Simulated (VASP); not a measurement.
Data:

```
TbTe
1.0
    4.05511     0.00000     0.00000
   -2.02756     3.51183     0.00000
    0.00000     0.00000     3.99545
Tb Te
1 1
Cartesian
  2.02756   1.17061   1.99772
  0.00000   2.34122   0.00000
```

The numbers are results of PBEsol GGA with spin-orbit coupling, VASP's PBE PAW potentials (set 64) (plane waves; VASP), not measurements. Run with 400 eV cut-off, 9×9×8 Γ-centred mesh, Gaussian smearing of 0.050 eV, potentials Tb_3 Te.

The 4f electrons are frozen in the core of the lanthanide potential, so 4f levels, which can set the real gap, and their magnetism are missing.

Problem. Give the energies of bands 9 to 21 at the high-symmetry points, in eV from the Fermi level.

Solution. 
| band | Γ | M | K | A | L | H |
|---|---|---|---|---|---|---|
| 9 | -2.57 | -5.46 | -5.06 | -6.02 | -4.60 | -4.90 |
| 10 | -2.57 | -5.46 | -4.73 | -6.02 | -4.60 | -4.52 |
| 11 | -1.99 | -2.74 | -4.09 | -1.95 | -4.22 | -4.41 |
| 12 | -1.99 | -2.74 | -3.88 | -1.95 | -4.22 | -4.15 |
| 13 | -1.58 | -1.89 | -2.64 | -1.44 | -2.98 | -3.25 |
| 14 | -1.58 | -1.89 | -2.59 | -1.44 | -2.98 | -2.83 |
| 15 | -1.19 | -0.85 | 1.19 | 0.86 | -0.07 | 0.42 |
| 16 | -1.19 | -0.85 | 1.28 | 0.86 | -0.07 | 0.49 |
| 17 | 1.82 | 2.25 | 1.30 | 1.05 | 2.93 | 2.43 |
| 18 | 1.82 | 2.25 | 1.58 | 1.05 | 2.93 | 2.45 |
| 19 | 2.70 | 3.49 | 1.96 | 2.51 | 3.67 | 3.53 |
| 20 | 2.70 | 3.49 | 1.99 | 2.51 | 3.67 | 3.71 |
| 21 | 2.83 | 3.69 | 2.06 | 2.71 | 3.97 | 4.19 |

It has no gap at this level: it comes out as a metal or semimetal.

The structure comes from a computed database's TbTe entry (P-6m2); how it stands against other phases isn't given here. It was relaxed first.
